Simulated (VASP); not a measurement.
HfSi2 (space group Cmcm): computed properties

The numbers are results of PBE GGA with D3 dispersion (Becke-Johnson damping), VASP's PBE PAW potentials (set 64) (plane waves; VASP 6.6.1), not measurements.

```yaml
space_group: Cmcm (63)
cell: a = 3.637 Å, b = 14.345 Å, c = 3.636 Å, α = β = γ = 90.00°
volume_per_atom: 15.81 Å^3/atom
band gap (over mesh and band path): none (metal, semimetal or under 0.01 eV)
band_gap_with_spin_orbit_coupling: none (metallic)
density: 8.22 g/cm³
```

HfSi$_{2}$ is taken in the orthorhombic space group Cmcm (No. 63), Pearson symbol oS12. Conventional cell: a = 3.6375 Å, b = 14.3449 Å, c = 3.6358 Å, α = β = γ = 90.00°. Si1 on 4c has 2 Si at 2.405 Å and 4 Hf at 2.669 Å and 2 Hf at 2.924 Å. Si2 on 4c is surrounded by 4 Si at 2.572 Å and 4 Hf at 2.764–2.768 Å. Hf on 4c has 8 Si at 2.669–2.768 Å and 2 Si at 2.924 Å. (Neighbours: up to the widest gap in distance over summed covalent radii, below 1.35, at either atom; cation-cation and far metal-metal contacts left out.)
(The calculation used a cell of 6 atoms; values per cell refer to that cell.)

Unless said otherwise, spin-orbit coupling is left out, though it shifts the bands of the heavy elements here.

The structure comes from a measured HfSi2 entry (Cmcm) of the Crystallography Open Database, whose conditions weren't checked. It was relaxed first. Symmetry was kept, so distortions that lower it aren't found.
